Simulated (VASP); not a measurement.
# BaAs2Rh2: structure and properties in VASP, part 2 of 5

Aim: relax BaAs2Rh2 with optB86b-vdW, compute its properties on that cell and hold them against experiment. Left out of this account: 3 further runs (self-consistent run: a volume scan without its fit). The start is a computed cell from the Materials Project.

VASP 6.6.1; optB86b-vdW; plane waves and PAW (Ba_sv, As, Rh_pv).

So far. Step 2 (Relaxing cell and atoms (optB86b-vdW)): It ends with a largest force of 0.009 eV/Å and a pressure of 0.00 GPa. The relaxed cell has a = 4.056, c = 12.872 Å (conventional setting).

## Step 3: Second relaxation

The basis stayed that of the start cell while the cell moved. A rerun from the cell reached resets it; the error of the finite cutoff stays.

Contents of INCAR:

```
SYSTEM = BaAs2Rh2
PREC = Accurate
ENCUT = 400
EDIFF = 1E-06
NELM = 100
ISMEAR = 1
SIGMA = 0.2
LREAL = .FALSE.
ALGO = Normal
GGA = MK
AGGAC = 0
LUSE_VDW = .TRUE.
PARAM1 = 0.1234
PARAM2 = 1
LASPH = .TRUE.
NBANDS = 31
LORBIT = 11
LWAVE = .FALSE.
LCHARG = .FALSE.
KPAR = 4
IBRION = 2
NSW = 60
ISIF = 3
EDIFFG = -0.01
```

Contents of POSCAR:

```
BaAs2Rh2
1.0
   -2.0279366973      2.0279366973      6.4361530480
    2.0279366973     -2.0279366973      6.4361530480
    2.0279366973      2.0279366973     -6.4361530480
Ba As Rh
1 2 2
Direct
    0.0000000000      0.0000000000      0.0000000000
    0.3580447861      0.3580447861      0.0000000000
    0.6419552139      0.6419552139      0.0000000000
    0.7500000000      0.2500000000      0.5000000000
    0.2500000000      0.7500000000      0.5000000000
```

Contents of KPOINTS:

```
Automatic mesh
0
Gamma
9 9 9
0 0 0
```

Potentials, in the order of the species: Ba_sv, As and Rh_pv (PBE family, release 64).

Started as:

```sh
$ mpirun -np 4 vasp_std
```

Output:

```text
[banner, memory and clock lines left out]
running    4 mpi-ranks, on    1 nodes
 distrk:  each k-point on    1 cores,    4 groups
 distr:  one band on    1 cores,    1 groups

 POSCAR found type information on POSCAR BaAsRh
 POSCAR found :  3 types and       5 ions
 [... a notice as in an earlier step ...]

 [... a notice as in an earlier step ...]

 LDA part: xc-table for (Slater+PW92), standard interpolation
 POSCAR, INCAR and KPOINTS ok, starting setup
 FFT: planning ... GRIDC
 FFT: planning ... GRID_SOFT
 FFT: planning ... GRID
 WAVECAR not read
 entering main loop
       N       E                     dE             d eps       ncg     rms          rms(c)
DAV:   1     0.395777639123E+03    0.39578E+03   -0.24391E+04  5274   0.128E+03
DAV:   2    -0.246479049431E+00   -0.39602E+03   -0.38176E+03  5437   0.361E+02
DAV:   3    -0.192334071643E+02   -0.18987E+02   -0.18475E+02  6180   0.746E+01
DAV:   4    -0.196260820811E+02   -0.39267E+00   -0.39157E+00  5860   0.938E+00
DAV:   5    -0.196360873715E+02   -0.10005E-01   -0.10003E-01  6370   0.130E+00    0.145E+01
DAV:   6    -0.192831425726E+02    0.35294E+00   -0.10337E+01  5280   0.217E+01    0.731E+00
DAV:   7    -0.186818447684E+02    0.60130E+00   -0.34991E+00  5196   0.132E+01    0.452E+00
DAV:   8    -0.186270062373E+02    0.54839E-01   -0.22504E-01  5497   0.307E+00    0.109E+00
DAV:   9    -0.186231083045E+02    0.38979E-02   -0.28346E-02  5629   0.113E+00    0.193E-01
DAV:  10    -0.186233600108E+02   -0.25171E-03   -0.31611E-03  5497   0.426E-01    0.604E-02
DAV:  11    -0.186233782322E+02   -0.18221E-04   -0.17039E-04  5579   0.949E-02    0.276E-02
DAV:  12    -0.186233874127E+02   -0.91805E-05   -0.33496E-05  5688   0.321E-02    0.746E-03
DAV:  13    -0.186233875809E+02   -0.16827E-06   -0.42910E-06  5516   0.144E-02
   1 F= -.18623388E+02 E0= -.18624242E+02  d E =-.186234E+02
 curvature:   0.00 expect dE= 0.000E+00 dE for cont linesearch  0.000E+00
 trial: gam= 0.00000 g(F)=  0.653E-05 g(S)=  0.888E-06 ort = 0.000E+00 (trialstep = 0.100E+01)
 search vector abs. value=  0.742E-05
 reached required accuracy - stopping structural energy minimisation
```

The job ended after 4.6 min (4 MPI ranks of Intel Xeon Platinum 8259CL at 2.50GHz (Skylake/Cascade Lake), shared host; peak memory 3.9 GiB).

OUTCAR, selected parts (step 3):

```text
  LATTYP: Found a body centered tetragonal cell.
 ALAT       =     4.0558733946
 C/A-ratio  =     3.1737445535

The static configuration has the point symmetry D_4h.

 Found     75 irreducible k-points:

   ENCUT  =  400.0 eV  29.40 Ry    5.42 a.u.  11.49 11.49 11.49*2*pi/ulx,y,z

   NELECT =      50.0000    total number of electrons

 E-fermi :   6.6647

 k-point     1 :       0.0000    0.0000    0.0000
  band No.  band energies     occupation
    ...
     21       4.5025      2.00000
     22       5.4271      2.00000
     23       5.7888      2.00000
     24       5.7888      2.00000
     25       6.5697      1.71197
     26       6.8354     -0.00504
     27       8.6860     -0.00000
     28       8.7203     -0.00000
     29       8.8568     -0.00000
     30       8.8568     -0.00000
    ...

 k-point     2 :       0.1111    0.0000    0.0000
  band No.  band energies     occupation
    ...
     21       4.4876      2.00000
     22       5.3081      2.00000
     23       5.5657      2.00000
     24       5.5970      2.00000
     25       6.7025      0.68588
     26       6.8191      0.03493
     27       8.3063     -0.00000
     28       8.5737     -0.00000
     29       8.7523     -0.00000
     30       9.4339     -0.00000
    ...

Total vdW correction in eV:      7.3640906

  Total        0.0010443      0.0010443      0.0094765      0.0000000     -0.0000000      0.0000000
  in kB        0.0158026      0.0158026      0.1434052      0.0000000     -0.0000000      0.0000000
  external PRESSURE =       0.0583368 kB  Pullay stress =       0.0000000 kB

 POSITION                                       TOTAL-FORCE (eV/Angst)
 -----------------------------------------------------------------------------------
      0.00000      0.00000      0.00000         0.000000      0.000000     -0.000000
      0.00000      0.00000      4.60886        -0.000000     -0.000000      0.008228
      0.00000      0.00000      8.26344         0.000000      0.000000     -0.008228
     -0.00000      2.02794      3.21808         0.000000      0.000000     -0.000000
      2.02794     -0.00000      3.21808         0.000000      0.000000     -0.000000
 -----------------------------------------------------------------------------------
    total drift:                                0.000000     -0.000000      0.000000

  FREE ENERGIE OF THE ION-ELECTRON SYSTEM (eV)
  ---------------------------------------------------
  free  energy   TOTEN  =       -18.6233875809 eV

  energy  without entropy=      -18.6259502150  energy(sigma->0) =      -18.62424179

Total vdW correction in eV:      7.3640131

 total charge
# of ion       s       p       d       tot
------------------------------------------
    1        2.012   5.583   0.369   7.964
    2        1.226   1.497   0.084   2.807
    3        1.226   1.497   0.084   2.807
    4        0.346   6.273   7.253  13.872
    5        0.346   6.273   7.253  13.872
--------------------------------------------------
tot          5.157  21.122  15.043  41.322

[... 5 parts as in an earlier step ...]

[... 7 further parts left out ...]
```

CONTCAR:

```
BaAs2Rh2
   1.00000000000000
    -2.0279366972999999    2.0279366972999999    6.4361530480000004
     2.0279366972999999   -2.0279366972999999    6.4361530480000004
     2.0279366972999999    2.0279366972999999   -6.4361530480000004
  Ba              As              Rh
     1     2     2
Direct
     0.0000000000000000    0.0000000000000000    0.0000000000000000
     0.3580447861000025    0.3580447861000025    0.0000000000000000
     0.6419552138999975    0.6419552138999975    0.0000000000000000
     0.7500000000000000    0.2500000000000000    0.5000000000000000
     0.2500000000000000    0.7500000000000000    0.5000000000000000
```

Little changed from the start: no atom moved by 0.005 Å and no cell edge by 0.1 %.

Numbers from this step:

```yaml
free_energy_toten: -18.62 eV
energy_at_zero_smearing: -18.62 eV
pressure: 0.005834 GPa
scf_cycles_over_all_ionic_steps: 13
```

It ends with a largest force of 0.008 eV/Å and a pressure of 0.01 GPa. The volume moved by under 0.01 %: the run met its threshold at the first step.

## Step 4: Density, ELF and potential (optB86b-vdW)

The relaxed cell gets a fresh self-consistent run, on a basis set for its own volume, to fix the density and to check the remaining stress.

INCAR, as its differences from that of step 3:

```diff
@@ -18,7 +18,5 @@
 LWAVE = .FALSE.
-LCHARG = .FALSE.
-KPAR = 4
-IBRION = 2
-NSW = 60
-ISIF = 3
-EDIFFG = -0.01
+LCHARG = .TRUE.
+ISIF = 2
+LELF = .TRUE.
+LVHAR = .TRUE.
```

POSCAR is that of step 3.

KPOINTS is that of step 3.

Started as:

```sh
$ mpirun -np 4 vasp_std
```

Output:

```text
[banner, memory and clock lines left out]
running    4 mpi-ranks, on    1 nodes
 distrk:  each k-point on    4 cores,    1 groups
 distr:  one band on    1 cores,    4 groups

 POSCAR found type information on POSCAR BaAsRh
 POSCAR found :  3 types and       5 ions
 [... a notice as in an earlier step ...]

 [... a notice as in an earlier step ...]

 LDA part: xc-table for (Slater+PW92), standard interpolation
|                                                                             |
|           W    W    AA    RRRRR   N    N  II  N    N   GGGG   !!!           |
|           W    W   A  A   R    R  NN   N  II  NN   N  G    G  !!!           |
|           W    W  A    A  R    R  N N  N  II  N N  N  G       !!!           |
|           W WW W  AAAAAA  RRRRR   N  N N  II  N  N N  G  GGG   !            |
|           WW  WW  A    A  R   R   N   NN  II  N   NN  G    G                |
|           W    W  A    A  R    R  N    N  II  N    N   GGGG   !!!           |
|                                                                             |
|     The number of bands has been changed from the values supplied in        |
|     The orbitals not found in the WAVECAR file will be initialized with     |
|     random numbers, which is usually adequate. For correlated               |
|     calculations, however, you should redo the groundstate calculation.     |
|     I found NBANDS = 31. Now, NBANDS = 32.                                  |
|                                                                             |

 POSCAR, INCAR and KPOINTS ok, starting setup
 FFT: planning ... GRIDC
 FFT: planning ... GRID_SOFT
 FFT: planning ... GRID
 WAVECAR not read
 entering main loop
       N       E                     dE             d eps       ncg     rms          rms(c)
DAV:   1     0.394454907196E+03    0.39445E+03   -0.24322E+04  5432   0.124E+03
DAV:   2    -0.176910227785E+01   -0.39622E+03   -0.38058E+03  5592   0.354E+02
DAV:   3    -0.193043500173E+02   -0.17535E+02   -0.17182E+02  6432   0.719E+01
DAV:   4    -0.196292884505E+02   -0.32494E+00   -0.32441E+00  6120   0.851E+00
DAV:   5    -0.196361746238E+02   -0.68862E-02   -0.68843E-02  6560   0.107E+00    0.145E+01
DAV:   6    -0.192848478527E+02    0.35133E+00   -0.99008E+00  5480   0.210E+01    0.731E+00
DAV:   7    -0.186832749418E+02    0.60157E+00   -0.33537E+00  5488   0.128E+01    0.452E+00
DAV:   8    -0.186266019346E+02    0.56673E-01   -0.21202E-01  5840   0.298E+00    0.108E+00
DAV:   9    -0.186231283056E+02    0.34736E-02   -0.25366E-02  5936   0.105E+00    0.193E-01
DAV:  10    -0.186233795851E+02   -0.25128E-03   -0.31956E-03  5664   0.424E-01    0.637E-02
DAV:  11    -0.186233784025E+02    0.11826E-05   -0.18189E-04  5904   0.100E-01    0.272E-02
DAV:  12    -0.186233871991E+02   -0.87966E-05   -0.35612E-05  5856   0.329E-02    0.693E-03
DAV:  13    -0.186233875744E+02   -0.37534E-06   -0.35796E-06  5576   0.122E-02
   1 F= -.18623388E+02 E0= -.18624242E+02  d E =0.256268E-02
```

Elapsed: 2.6 min, on 4 MPI ranks; peak memory 1.7 GiB; 10 min of CPU time.

Parts of OUTCAR (step 4):

```text
The static configuration has the point symmetry D_4h.

 Found     75 irreducible k-points:

   k-points           NKPTS =     75   k-points in BZ     NKDIM =     75   number of bands    NBANDS=     32

   NELECT =      50.0000    total number of electrons

 E-fermi :   6.6647

 k-point     1 :       0.0000    0.0000    0.0000
  band No.  band energies     occupation
    ...
     21       4.5025      2.00000
     22       5.4271      2.00000
     23       5.7888      2.00000
     24       5.7888      2.00000
     25       6.5697      1.71199
     26       6.8354     -0.00505
     27       8.6860     -0.00000
     28       8.7203     -0.00000
     29       8.8568     -0.00000
     30       8.8568     -0.00000
    ...

 k-point     2 :       0.1111    0.0000    0.0000
  band No.  band energies     occupation
    ...
     21       4.4876      2.00000
     22       5.3081      2.00000
     23       5.5657      2.00000
     24       5.5970      2.00000
     25       6.7025      0.68589
     26       6.8191      0.03491
     27       8.3063     -0.00000
     28       8.5737     -0.00000
     29       8.7523     -0.00000
     30       9.4339     -0.00000
    ...

Total vdW correction in eV:      7.3640937

  Total        0.0022854      0.0022854      0.0107362      0.0000000      0.0000000      0.0000000
  in kB        0.0345847      0.0345847      0.1624670      0.0000000      0.0000000      0.0000000
  external PRESSURE =       0.0772121 kB  Pullay stress =       0.0000000 kB

 POSITION                                       TOTAL-FORCE (eV/Angst)
 -----------------------------------------------------------------------------------
      0.00000      0.00000      0.00000         0.000000      0.000000      0.000000
      0.00000      0.00000      4.60886         0.000000      0.000000      0.008222
      0.00000      0.00000      8.26344        -0.000000     -0.000000     -0.008222
     -0.00000      2.02794      3.21808         0.000000      0.000000      0.000000
      2.02794     -0.00000      3.21808         0.000000      0.000000      0.000000
 -----------------------------------------------------------------------------------
    total drift:                                0.000000     -0.000000      0.000000

  FREE ENERGIE OF THE ION-ELECTRON SYSTEM (eV)
  ---------------------------------------------------
  free  energy   TOTEN  =       -18.6233875744 eV

  energy  without entropy=      -18.6259502567  energy(sigma->0) =      -18.62424180

Total vdW correction in eV:      7.3640134

[... 8 parts as in an earlier step ...]

[... 5 further parts left out ...]
```

This step gave:

```yaml
scf_cycles: 13
bands: 32
pressure: 0.007721 GPa
```

Valence electrons inside each PAW sphere by angular momentum. Sphere charges, by row:

```csv
atom,s (e),p (e),d (e),tot (e)
Ba1,2.012,5.583,0.369,7.964
As2,1.226,1.497,0.084,2.807
As3,1.226,1.497,0.084,2.807
Rh4,0.346,6.273,7.253,13.87
Rh5,0.346,6.273,7.253,13.87
```

Electrostatic potential energy in the ac plane of the conventional cell at fractional y = 0.000, with atoms of Ba and As and Rh within 0.2 Å of it. With pseudopotentials it is smooth inside the atoms' cores, unlike the true potential.

Ten even steps from '0' (-58 eV) to '9' (3 eV), each cell a mean:
```
45678999988765
77789999998877
89999999999998
99999999999999
99998533469999
99984100026999
78885200037888
22588765688732
73279999998525
33589999999743
88999999999998
99999999999999
99999999999999
67899999999987
32489999999633
63279999998524
34687533468853
99984100026999
99985200037999
99999765689999
99999999999999
88899999999988
66788999998776
44678999987654
```
Columns run along a (4.1 Å; values clipped at the 3rd and 97th percentile), rows up along c (12.9 Å), edges of the conventional cell, whose origin can differ from the input's. Atoms in or near the plane, at fractional coordinates: Ba at (0.00, 0.00), As at (0.00, 0.36), As at (0.00, 0.64), Rh at (0.50, 0.75), Rh at (0.50, 0.25).

ELF in the ac plane of the conventional cell at fractional y = 0.000, with atoms of Ba and As and Rh within 0.2 Å of it. It is the smooth field of the valence electrons, not physical close to the nuclei.

Ten even steps from '0' (0.03) to '9' (0.87), each cell a mean:
```
78995100027998
99851000003689
32100122110123
00012222221100
11122333332111
22224410243222
66534421343456
67864333335777
57886422347886
99986321247999
99863100024789
33210000001233
55421000002345
99974210136899
89986422357998
57885322346886
77754333334677
54334410243344
11223421343211
00112333322110
00011222221000
55310111100245
99972000014899
68996100038997
```
Columns run along a (4.1 Å), rows up along c (12.9 Å), edges of the conventional cell, whose origin can differ from the input's. Atoms in or near the plane, at fractional coordinates: Ba at (0.00, 0.00), As at (0.00, 0.36), As at (0.00, 0.64), Rh at (0.50, 0.75), Rh at (0.50, 0.25).

Valence density in the ac plane of the conventional cell at fractional y = 0.000, with atoms of Ba and As and Rh within 0.2 Å of it. It is the smooth field of the valence electrons, not physical close to the nuclei.

Ten steps, logarithmic in the rise over the least value, from '0' (-0.1 e/Å³) to '9' (8.7 e/Å³), each cell a mean:
```
56653222234565
55432222223455
33222222222223
22223333332222
22234677754322
33346899985333
44446899975444
44444566544444
03443333334442
44443222233444
43332222222333
22222222222222
33222222222223
44332222223344
34443322233444
03444333334442
44445677754444
33346899985433
22346899975332
22233566543222
22222333332222
43322222222333
65543222223455
45653222234565
```
Columns run along a (4.1 Å), rows up along c (12.9 Å), edges of the conventional cell, whose origin can differ from the input's. Atoms in or near the plane, at fractional coordinates: Ba at (0.00, 0.00), As at (0.00, 0.36), As at (0.00, 0.64), Rh at (0.50, 0.75), Rh at (0.50, 0.25).

In this run the pressure is 0.01 GPa, small enough to go on.

[end of part 2 of 5]

[Lines on the potential files, build, host, timing and source positions are cut from VASP's logs without a mark.]

[Logs are printed without paths, hosts, clocks, repeated set-up lines and the standing remarks that a program may print on its own settings, such as how far it seeks lower states.]

[Hosts, paths, dates, database ids (printed as entryN), source tags and the programs' standing remarks are cut or masked in the printed files.]

[A measured line is paired with the nearest computed mode of its activity, which favours agreement.]
